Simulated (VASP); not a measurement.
An input for Ansatz (written as the equivalent of a VASP run, and not itself run):

Ansatz 0.2 input:
```yaml
crystal:
  lattice:
    - [5.5296900, 0.0000000, 0.0000000]
    - [0.0000000, 5.5296900, 0.0000000]
    - [0.0000000, 0.0000000, 9.7367160]
  atoms:
    - { symbol: Cs, position: [0.0000000, 0.5000000, 0.0000000] }
    - { symbol: Cs, position: [0.5000000, 0.0000000, 0.5000000] }
    - { symbol: I, position: [0.0000000, 0.0000000, 0.2500000] }
    - { symbol: I, position: [0.0000000, 0.0000000, 0.7500000] }
kpoints:
  mp_grid: { grid: [4, 4, 2] }
hamiltonian:
  xc: pbe
  pseudopotentials: { kind: paw }
scf:
  occupations: { method: gaussian, width: 0.05 }
  max_iter: 100
output: { forces: true, stress: true, eigenvalues: true }
```

Translate this input to VASP (INCAR, KPOINTS, POSCAR, choice of POTCAR).

Several could match; the one computed here: 
### KPOINTS
```
Automatic mesh
0
G
4 4 2
0 0 0
```

File POSCAR:
```
CsI
9.7367160
  0.5679214635   0.0000000000   0.0000000000
  0.0000000000   0.5679214635   0.0000000000
  0.0000000000   0.0000000000   1.0000000000
Cs I
2 2
direct
  0.0000000000   0.5000000000   0.0000000000
  0.5000000000   0.0000000000   0.5000000000
  0.0000000000   0.0000000000   0.2500000000
  0.0000000000   0.0000000000   0.7500000000
```

INCAR:
```
! general
SYSTEM =CsI
PREC   =Accurate
ENCUT  =400
LREAL  =.FALSE.
LASPH  =.TRUE.
NBANDS =17

! electronic loop
EDIFF  =1E-6
NELM   =100
ALGO   =Normal
LMAXMIX=4

! smearing
ISMEAR =0
SIGMA  =0.05

! functional
GGA    =PE

! ions
ISIF   =2

! output
LWAVE  =.FALSE.
LCHARG =.FALSE.
```

POTCAR, in this order: Cs_sv I (PBE.64 set). Program: vasp_std.

What does not carry over: each code has its own PAW files, so the cut-off isn't converted (ENCUT is set for VASP's; basis.ecutwfc is left out, and Ansatz then takes the one that its files recommend); Ansatz stops its SCF on the density residual and VASP on the energy change (EDIFF); the number of bands isn't carried over, since the valence differs with the files.

The structure was generated: CsI was put into the PtS type (P4_2/mmc), which need not be its known phase. The cell was not relaxed at this level. The run is one of a series of settings (NBANDS = 17 against the base run), some of them coarse on purpose.
